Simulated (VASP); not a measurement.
Here is the system:

```
CELL_PARAMETERS angstrom
      0.00000     2.78908     2.78908
      2.78908     0.00000     2.78908
      2.78908     2.78908     0.00000
ATOMIC_POSITIONS crystal
  Zn 0.00000 0.00000 0.00000
  Se 0.25000 0.25000 0.25000
```

Method: optB86b-vdW, VASP's PBE PAW potentials (set 64) (plane waves; VASP). Numerical set-up: 520 eV cut-off, 8×8×8 Γ-centred mesh, Gaussian smearing of 0.050 eV, potentials Zn Se.

Problem. Give the stress tensor in GPa (positive for a compressed cell).

Solution. 
```
4.30  0.00  0.00
0.00  4.30  0.00
0.00  0.00  4.30
```
The pressure is its mean diagonal, 4.30 GPa.

The compound is ZnSe in the zinc blende structure. This cell is one point of a volume scan, at 0.94 of the reference volume.
